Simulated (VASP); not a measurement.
```xyz
2
Lattice="0.0000 2.4222 2.4222 2.4222 0.0000 2.4222 2.4222 2.4222 0.0000" Properties=species:S:1:pos:R:3 pbc="T T T"
Be     0.0000     0.0000     0.0000
S      1.2111     1.2111     1.2111
```

Level of theory: MS2 meta-GGA, VASP's PBE PAW potentials (set 64) (plane waves; VASP). Settings: 520 eV cut-off, 11×11×11 Γ-centred mesh, tetrahedra with Blöchl corrections, potentials Be S.

**Question.** Give the energies of bands 2 to 7 at the high-symmetry points, in eV from the valence-band maximum.

**Answer.** 
```csv
band,Γ,X,U,L,W
2,0.00,-5.09,-4.63,-5.84,-4.34
3,0.00,-2.65,-4.09,-1.03,-3.86
4,0.00,-2.65,-2.19,-1.03,-3.33
5,6.41,3.63,4.92,6.22,6.97
6,6.41,5.48,8.14,7.28,8.66
7,6.41,13.99,11.55,7.28,9.39
```

The gap is indirect, 3.63 eV, from the valence maximum at Γ to the conduction minimum at X.

The compound is BeS in the zinc blende structure. It was relaxed first.
